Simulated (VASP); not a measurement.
**Ga$_{3}$Au (space group Fm-3m): computed properties**

These are PBEsol GGA, VASP's PBE PAW potentials (set 64) (plane waves; VASP 6.6.1) values and carry that method's errors.

```json
{
 "space_group": "Fm-3m (225)",
 "cell": "a = b = c = 6.551 Å, α = β = γ = 90.00°",
 "volume_per_atom": "17.57 Å³/atom",
 "band gap (over mesh and band path)": "none (metal, semimetal or under 0.01 eV)",
 "band_gap_with_spin_orbit_coupling": "none (metallic)",
 "density": "9.60 g/cm³"
}
```

```
CELL_PARAMETERS angstrom
      0.00000     3.27541     3.27541
      3.27541     0.00000     3.27541
      3.27541     3.27541     0.00000
ATOMIC_POSITIONS crystal
  Ga 0.25000 0.25000 0.25000
  Ga 0.75000 0.75000 0.75000
  Ga 0.50000 0.50000 0.50000
  Au 0.00000 0.00000 0.00000
```

Unless said otherwise, spin-orbit coupling is left out, though it shifts the bands of the heavy elements here.

The structure comes from a computed database's Ga3Au entry (Fm-3m); how it stands against other phases isn't given here. It was relaxed first, which changed the volume by -5 %. Symmetry was kept, so distortions that lower it aren't found.
